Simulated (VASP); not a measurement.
OSZICAR of a VASP run on WSe$_{2}$ (2H layered):

File OSZICAR:
```
       N       E                     dE             d eps       ncg     rms          rms(c)
DAV:   1     0.509023249497E+03    0.50902E+03   -0.28301E+04  1400   0.163E+03
DAV:   2    -0.118744551376E+02   -0.52090E+03   -0.51089E+03  1517   0.422E+02
DAV:   3    -0.443986552904E+02   -0.32524E+02   -0.32302E+02  1575   0.932E+01
DAV:   4    -0.452216191018E+02   -0.82296E+00   -0.81966E+00  1544   0.149E+01
DAV:   5    -0.452385320958E+02   -0.16913E-01   -0.16904E-01  1523   0.215E+00    0.265E+01
DAV:   6    -0.435742556603E+02    0.16643E+01   -0.14135E+01  1413   0.197E+01    0.920E+00
DAV:   7    -0.432834727050E+02    0.29078E+00   -0.62853E+00  1465   0.102E+01    0.551E+00
DAV:   8    -0.430742628751E+02    0.20921E+00   -0.91873E-01  1626   0.516E+00    0.116E+00
DAV:   9    -0.430769468895E+02   -0.26840E-02   -0.74174E-02  1542   0.139E+00    0.794E-01
DAV:  10    -0.430755175149E+02    0.14294E-02   -0.22610E-02  1602   0.941E-01    0.211E-01
DAV:  11    -0.430753102672E+02    0.20725E-03   -0.28965E-03  1594   0.325E-01    0.114E-01
DAV:  12    -0.430753063279E+02    0.39393E-05   -0.11979E-04  1493   0.553E-02    0.975E-02
DAV:  13    -0.430752985727E+02    0.77552E-05   -0.14974E-04  1605   0.666E-02    0.389E-03
DAV:  14    -0.430753000596E+02   -0.14869E-05   -0.41239E-06  1465   0.124E-02    0.513E-03
DAV:  15    -0.430753000692E+02   -0.96379E-08   -0.52576E-07  1303   0.389E-03
   1 F= -.45759788E+02 E0= -.45759788E+02  d E =-.457598E+02
       N       E                     dE             d eps       ncg     rms          rms(c)
DAV:   1    -0.431510878369E+02   -0.75788E-01   -0.61530E+00  1289   0.121E+01    0.202E+00
DAV:   2    -0.431596146566E+02   -0.85268E-02   -0.35570E-01  1464   0.251E+00    0.843E-01
DAV:   3    -0.431543557745E+02    0.52589E-02   -0.28115E-02  1441   0.909E-01    0.611E-01
DAV:   4    -0.431528485150E+02    0.15073E-02   -0.64285E-03  1629   0.409E-01    0.270E-01
DAV:   5    -0.431528800092E+02   -0.31494E-04   -0.10414E-03  1489   0.167E-01    0.654E-02
DAV:   6    -0.431528175977E+02    0.62411E-04   -0.25609E-04  1538   0.862E-02    0.151E-02
DAV:   7    -0.431528195068E+02   -0.19090E-05   -0.15656E-05  1574   0.180E-02    0.434E-03
DAV:   8    -0.431528203367E+02   -0.82992E-06   -0.16371E-06  1423   0.775E-03    0.158E-03
DAV:   9    -0.431528203840E+02   -0.47356E-07   -0.20702E-07  1124   0.260E-03
   2 F= -.45836852E+02 E0= -.45836852E+02  d E =-.770642E-01
       N       E                     dE             d eps       ncg     rms          rms(c)
DAV:   1    -0.431528200797E+02    0.25698E-06   -0.12377E-04  1352   0.548E-02    0.876E-03
DAV:   2    -0.431528199818E+02    0.97929E-07   -0.72792E-06  1485   0.114E-02    0.393E-03
DAV:   3    -0.431528196792E+02    0.30258E-06   -0.72206E-07  1307   0.455E-03    0.284E-03
DAV:   4    -0.431528195412E+02    0.13796E-06   -0.12352E-07   846   0.199E-03    0.140E-03
DAV:   5    -0.431528194603E+02    0.80917E-07   -0.51212E-08   725   0.110E-03
   3 F= -.45836854E+02 E0= -.45836854E+02  d E =-.770656E-01
       N       E                     dE             d eps       ncg     rms          rms(c)
DAV:   1    -0.432628975165E+02   -0.11008E+00   -0.46907E+00  1240   0.137E+01    0.185E+00
DAV:   2    -0.432015802837E+02    0.61317E-01   -0.38559E-01  1386   0.340E+00    0.902E-01
DAV:   3    -0.431885730561E+02    0.13007E-01   -0.24641E-02  1505   0.957E-01    0.397E-01
DAV:   4    -0.431842221304E+02    0.43509E-02   -0.14127E-02  1430   0.585E-01    0.164E-01
DAV:   5    -0.431843198446E+02   -0.97714E-04   -0.16950E-03  1521   0.238E-01    0.944E-02
DAV:   6    -0.431842274778E+02    0.92367E-04   -0.48000E-04  1544   0.123E-01    0.217E-02
DAV:   7    -0.431842351027E+02   -0.76250E-05   -0.40296E-05  1623   0.351E-02    0.841E-03
DAV:   8    -0.431842355046E+02   -0.40183E-06   -0.58973E-06  1574   0.148E-02    0.206E-03
DAV:   9    -0.431842357837E+02   -0.27916E-06   -0.56439E-07  1297   0.428E-03    0.104E-03
DAV:  10    -0.431842357946E+02   -0.10888E-07   -0.46504E-08   914   0.132E-03
   4 F= -.45867247E+02 E0= -.45867247E+02  d E =-.303927E-01
       N       E                     dE             d eps       ncg     rms          rms(c)
DAV:   1    -0.433335668036E+02   -0.14933E+00   -0.78610E+00  1240   0.178E+01    0.242E+00
DAV:   2    -0.432293221387E+02    0.10424E+00   -0.66836E-01  1393   0.446E+00    0.118E+00
DAV:   3    -0.432073941743E+02    0.21928E-01   -0.41316E-02  1491   0.126E+00    0.523E-01
DAV:   4    -0.431997716539E+02    0.76225E-02   -0.24219E-02  1457   0.772E-01    0.221E-01
DAV:   5    -0.431999358338E+02   -0.16418E-03   -0.27277E-03  1471   0.305E-01    0.120E-01
DAV:   6    -0.431997819552E+02    0.15388E-03   -0.81634E-04  1573   0.161E-01    0.286E-02
DAV:   7    -0.431997957289E+02   -0.13774E-04   -0.77328E-05  1640   0.479E-02    0.120E-02
DAV:   8    -0.431997966094E+02   -0.88055E-06   -0.13486E-05  1626   0.214E-02    0.268E-03
DAV:   9    -0.431997970719E+02   -0.46247E-06   -0.13051E-06  1277   0.640E-03    0.153E-03
DAV:  10    -0.431997971197E+02   -0.47794E-07   -0.17242E-07  1100   0.254E-03
   5 F= -.45881797E+02 E0= -.45881797E+02  d E =-.449434E-01
       N       E                     dE             d eps       ncg     rms          rms(c)
DAV:   1    -0.431999881740E+02   -0.19110E-03   -0.98120E-03  1240   0.625E-01    0.829E-02
DAV:   2    -0.431998575587E+02    0.13062E-03   -0.80377E-04  1427   0.155E-01    0.410E-02
DAV:   3    -0.431998306072E+02    0.26951E-04   -0.49701E-05  1475   0.436E-02    0.178E-02
DAV:   4    -0.431998222082E+02    0.83990E-05   -0.28110E-05  1422   0.265E-02    0.745E-03
DAV:   5    -0.431998226495E+02   -0.44126E-06   -0.34224E-06  1558   0.108E-02    0.413E-03
DAV:   6    -0.431998225266E+02    0.12288E-06   -0.83813E-07  1360   0.517E-03    0.106E-03
DAV:   7    -0.431998225926E+02   -0.65947E-07   -0.84909E-08   865   0.185E-03
   6 F= -.45881794E+02 E0= -.45881794E+02  d E =-.449402E-01
       N       E                     dE             d eps       ncg     rms          rms(c)
DAV:   1    -0.431999831784E+02   -0.16065E-03   -0.24856E-02  1296   0.856E-01    0.132E-01
DAV:   2    -0.431999400493E+02    0.43129E-04   -0.16864E-03  1437   0.182E-01    0.634E-02
DAV:   3    -0.431999003397E+02    0.39710E-04   -0.24645E-04  1487   0.855E-02    0.458E-02
DAV:   4    -0.431998854919E+02    0.14848E-04   -0.45925E-05  1570   0.341E-02    0.222E-02
DAV:   5    -0.431998844269E+02    0.10651E-05   -0.89124E-06  1719   0.137E-02    0.500E-03
DAV:   6    -0.431998843129E+02    0.11392E-06   -0.16774E-06  1504   0.670E-03    0.244E-03
DAV:   7    -0.431998841908E+02    0.12211E-06   -0.27435E-07  1109   0.230E-03    0.885E-04
DAV:   8    -0.431998841711E+02    0.19765E-07   -0.31685E-08   781   0.125E-03
   7 F= -.45881849E+02 E0= -.45881849E+02  d E =-.554318E-04
       N       E                     dE             d eps       ncg     rms          rms(c)
DAV:   1    -0.431999573510E+02   -0.73160E-04   -0.45521E-03  1296   0.366E-01    0.564E-02
DAV:   2    -0.431999519561E+02    0.53950E-05   -0.30731E-04  1437   0.778E-02    0.269E-02
DAV:   3    -0.431999464037E+02    0.55524E-05   -0.44346E-05  1466   0.363E-02    0.195E-02
DAV:   4    -0.431999446716E+02    0.17321E-05   -0.82591E-06  1591   0.145E-02    0.952E-03
DAV:   5    -0.431999450322E+02   -0.36057E-06   -0.15702E-06  1371   0.582E-03    0.212E-03
DAV:   6    -0.431999448994E+02    0.13280E-06   -0.27063E-07  1074   0.266E-03    0.101E-03
DAV:   7    -0.431999449421E+02   -0.42673E-07   -0.43832E-08   760   0.115E-03
   8 F= -.45881913E+02 E0= -.45881913E+02  d E =-.119025E-03
```

Problem. Which electronic solver shows in the log?

Solution. It is blocked Davidson (ALGO = Normal, or the opening steps of other solvers). The INCAR had ALGO = Normal.

Problem. Can the final energy be trusted as converged?

Solution. Self-consistency was reached. It stopped with EDIFF = 1E-7, NELM = 100, NSW = 30 and EDIFFG = -0.01 after 8 ionic steps (PBE GGA with D3 dispersion (Becke-Johnson damping), plane waves, VASP's PBE PAW potentials (set 64)).

The compound is WSe2 in the 2H layered structure. This cell is one point of a volume scan, at 1.06 of the reference volume. Symmetry was kept, so distortions that lower it aren't found.
